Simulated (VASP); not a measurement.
These are PBE GGA, VASP's PBE PAW potentials (set 64) (plane waves; VASP 6.6.1) values and carry that method's errors.

Input for VASP

**KPOINTS**
```
Automatic mesh
0
Gamma
16 16 8
0 0 0
```

### INCAR
```
SYSTEM = Co
PREC = Accurate
ENCUT = 480
EDIFF = 1E-7
NELM = 100
ALGO = Normal
LREAL = .FALSE.
LASPH = .TRUE.
ISMEAR = 1
SIGMA = 0.1
GGA = PE
LMAXMIX = 4
ISPIN = 2
MAGMOM = 1.6 1.6
LORBIT = 10
LWAVE = .FALSE.
LCHARG = .FALSE.
ISIF = 2
```

**POSCAR**
```
Co
1
    1.2077856307    -2.0919463010     0.0000000000
    1.2077856307     2.0919463010     0.0000000000
    0.0000000000     0.0000000000     3.9025032505
Co
2
Direct
  0.3333330000   0.6666670000   0.2500000000
  0.6666670000   0.3333330000   0.7500000000
```

POTCAR, in this order: Co (PBE.64 set). Program: vasp_std.

What VASP printed:

### OSZICAR
```
       N       E                     dE             d eps       ncg     rms          rms(c)
DAV:   1     0.762285952130E+02    0.76229E+02   -0.78742E+03  9288   0.152E+03
DAV:   2    -0.139239818774E+02   -0.90153E+02   -0.83390E+02  9000   0.252E+02
DAV:   3    -0.159630470101E+02   -0.20391E+01   -0.19828E+01 10785   0.531E+01
DAV:   4    -0.159958759374E+02   -0.32829E-01   -0.32821E-01 13024   0.515E+00
DAV:   5    -0.159961290028E+02   -0.25307E-03   -0.25306E-03 11039   0.440E-01    0.163E+01
DAV:   6    -0.142067474202E+02    0.17894E+01   -0.11369E+01  9798   0.706E+01    0.695E+00
DAV:   7    -0.139775249749E+02    0.22922E+00   -0.13787E+00 10477   0.234E+01    0.417E+00
DAV:   8    -0.139537823497E+02    0.23743E-01   -0.20893E-02 12164   0.172E+00    0.220E+00
DAV:   9    -0.139382310574E+02    0.15551E-01   -0.35216E-03 13893   0.109E+00    0.714E-01
DAV:  10    -0.139386286451E+02   -0.39759E-03   -0.47273E-03 12419   0.109E+00    0.281E-01
DAV:  11    -0.139392801358E+02   -0.65149E-03   -0.70968E-04 12520   0.434E-01    0.258E-02
DAV:  12    -0.139392790757E+02    0.10600E-05   -0.13969E-05 10295   0.402E-02    0.140E-02
DAV:  13    -0.139392804066E+02   -0.13308E-05   -0.18349E-06 13071   0.184E-02    0.854E-03
DAV:  14    -0.139392796601E+02    0.74642E-06   -0.37858E-07 10366   0.934E-03    0.133E-03
DAV:  15    -0.139392795798E+02    0.80370E-07   -0.20094E-08  5123   0.211E-03
   1 F= -.13939280E+02 E0= -.13939375E+02  d E =0.287193E-03  mag=     3.0887
```

### OUTCAR
```
------------------------ aborting loop because EDIFF is reached ----------------------------------------
  FORCE on cell =-STRESS in cart. coord.  units (eV):
  Direction    XX          YY          ZZ          XY          YZ          ZX
  --------------------------------------------------------------------------------------
  Total        3.0550149      3.0550155      3.0286592      0.0000000      0.0000000      0.0000000
  in kB      248.2048435    248.2048966    246.0635730      0.0000000      0.0000000      0.0000000
  external PRESSURE =     247.4911043 kB  Pullay stress =       0.0000000 kB
  volume of cell :       19.72
      direct lattice vectors                 reciprocal lattice vectors
     1.207785631 -2.091946301  0.000000000     0.413980749 -0.239011871  0.000000000
     1.207785631  2.091946301  0.000000000     0.413980749  0.239011871  0.000000000
     0.000000000  0.000000000  3.902503251     0.000000000  0.000000000  0.256245783
 POSITION                                       TOTAL-FORCE (eV/Angst)
 -----------------------------------------------------------------------------------
      1.20779      0.69732      0.97563        -0.000000     -0.000000      0.000000
      1.20779     -0.69732      2.92688         0.000000      0.000000      0.000000
 -----------------------------------------------------------------------------------
    total drift:                               -0.000022     -0.000010     -0.000029
  FREE ENERGIE OF THE ION-ELECTRON SYSTEM (eV)
  ---------------------------------------------------
  free  energy   TOTEN  =       -13.9392795798 eV

  energy  without entropy=      -13.9395667724  energy(sigma->0) =      -13.93937531

 total charge

# of ion       s       p       d       tot
------------------------------------------
    1        0.532   0.611   7.336   8.478
    2        0.532   0.611   7.336   8.478
--------------------------------------------------
tot          1.063   1.221  14.672  16.957

 magnetization (x)

# of ion       s       p       d       tot
------------------------------------------
    1       -0.016  -0.057   1.618   1.546
    2       -0.016  -0.057   1.618   1.546
--------------------------------------------------
tot         -0.032  -0.113   3.236   3.091
```
(Selected blocks of OUTCAR.)

**OUTCAR**
```
 val. band max:       11.6806697193   @ k =   0.1875   0.1875   0.3750

 cond. band min:      11.6831401366   @ k =   0.1875   0.1875   0.1250


 Fermi energy:        11.6807260118

 spin component 1

 k-point     1 :       0.0000    0.0000    0.0000
  band No.  band energies     occupation
      1       2.1987      1.00000
      2       6.0794      1.00000
      3       8.9333      1.00000
      4       8.9545      1.00000
      5       8.9545      1.00000
      6       9.3226      1.00000
      7       9.3226      1.00000
      8       9.7162      1.00000
      9       9.7162      1.00000
     10      10.9943      1.00000
     11      10.9943      1.00000
     12      11.5721      1.03192
     13      18.9525      0.00000
     14      34.4518      0.00000
     15      37.8646      0.00000

 k-point     2 :       0.0625    0.0000    0.0000
  band No.  band energies     occupation
      1       2.3465      1.00000
      2       6.1712      1.00000
      3       8.7529      1.00000
      4       9.0285      1.00000
      5       9.1124      1.00000
      6       9.2864      1.00000
      7       9.3881      1.00000
      8       9.6293      1.00000
      9       9.6683      1.00000
     10      10.2908      1.00000
     11      11.0154      1.00000
     12      12.4555     -0.00000
     13      18.9720      0.00000
     14      33.6232      0.00000
     15      35.8401      0.00000

 k-point     3 :       0.1250    0.0000    0.0000
  band No.  band energies     occupation
      1       2.7804      1.00000
      2       6.4208      1.00000
      3       8.5210      1.00000
      4       9.1513      1.00000
      5       9.1624      1.00000
      6       9.2433      1.00000
      7       9.3436      1.00000
      8       9.5409      1.00000
      9       9.5775      1.00000
     10       9.7975      1.00000
     11      11.0667      1.00000
     12      13.6988      0.00000
     13      19.0374      0.00000
...
```

The compound is Co in the hcp structure. This cell was strained or had an atom moved on purpose.
